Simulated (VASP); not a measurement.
Write the native input for VASP 6.6.1 that does the following.

```
Task                   : relaxation of cell and atoms
Functional             : PBE
Dispersion             : D3(BJ)
Potentials or basis    : VASP PAW PBE potentials, release 64 (Si, Ni)
Cutoff                 : 600 eV
k mesh                 : 12 × 12 × 12
Occupations            : methfessel-paxton, width 0.1 eV
Spin                   : no spin polarisation
Further INCAR settings : ALGO = Normal; EDIFF = 1e-07; IBRION = 2; EDIFFG = -0.005; NSW = 90; ISIF = 3
```

The structure of Si2Ni lies in POSCAR:

```
Si2Ni                                   
1.0
    0.0000000000      2.6887310566      2.6887310566
    2.6887310566     -0.0000000000      2.6887310566
    2.6887310566      2.6887310566      0.0000000000
  Si              Ni            
     2     1
Direct
     0.2500000000000000    0.2500000000000000    0.2500000000000000
     0.7500000000000000    0.7500000000000000    0.7500000000000000
     0.0000000000000000    0.0000000000000000    0.0000000000000000
```

One way to write it, as run:

INCAR

```
PREC = Accurate
ENCUT = 600
EDIFF = 1E-7
ISMEAR = 1
SIGMA = 0.1
LREAL = F
LASPH = T
NELM = 80
ALGO = Normal
ISIF = 3
LWAVE = F
LCHARG = F
GGA = PE
IVDW = 12
IBRION = 2
NSW = 90
EDIFFG = -0.005
```

KPOINTS

```
Automatic mesh
0
Gamma
  12 12 12
```

Potentials or basis: VASP PAW PBE potentials, release 64 (Si, Ni).

Launch:

```sh
$ cat potpaw_PBE.64/Si/POTCAR potpaw_PBE.64/Ni/POTCAR > POTCAR
$ mpirun -np 1 vasp_std > vasp.out
```

Results of the run:

The pressure after relaxing is 0.0 GPa. The band gap on the k mesh is none (metal or under the smearing width) and the dispersion energy per atom is -0.452 eV.

Caveat: the relaxation stopped at its first step, so nothing moved; pairwise dispersion overbinds metals, which lowers pressure and volume.

Run time: 53 s on 1 thread of AMD EPYC 7R13 Processor (Zen 3), with other jobs on the host, peak memory 0.18 GiB.
